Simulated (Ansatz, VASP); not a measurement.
Ta3Cd in VASP and in Ansatz

```
Ta Cd
1.0
     5.57216    0.00000    0.00000
    -2.78608    4.82563    0.00000
     0.00000    0.00000    2.84211
Ta Cd
3 1
Direct
  0.50000 0.00000 0.00000
  0.00000 0.50000 0.00000
  0.50000 0.50000 0.00000
  0.00000 0.00000 0.50000
```

Alike in both runs: task relaxation of cell and atoms; functional PBE; k mesh 6 × 6 × 6; occupations gaussian, width 0.1 eV; no spin polarisation.

```csv
,VASP,Ansatz
version,VASP 6.6.1,Ansatz 0.2.0
potentials or method,"VASP PAW PBE potentials, release 64 (Ta_pv, Cd)","scalar-relativistic, plane waves, PAW"
plane-wave cutoff (eV),600,420
valence electrons in the cell,45,59
```

```tsv
	VASP	Ansatz	Ansatz less VASP
gap on the k mesh at the Fermi level, each at its own relaxed structure (eV)	none	none	-
relaxed volume (Å³/atom)	19.17	19.15	-0.022
relaxed cell length with the largest relative difference (Å)	2.818	2.814	-0.0031
energy change over the relaxation (meV/atom)	-3	-3	+0.1
```

A gap of «none» marks a metal or a gap that the smearing closes. The two sets of potentials don't hold the same shells in valence.

Caveats: the k mesh is coarse (spacing up to 0.37 Å⁻¹), so the values aren't converged. Spin-orbit coupling is left out, which matters for the levels of Ta.
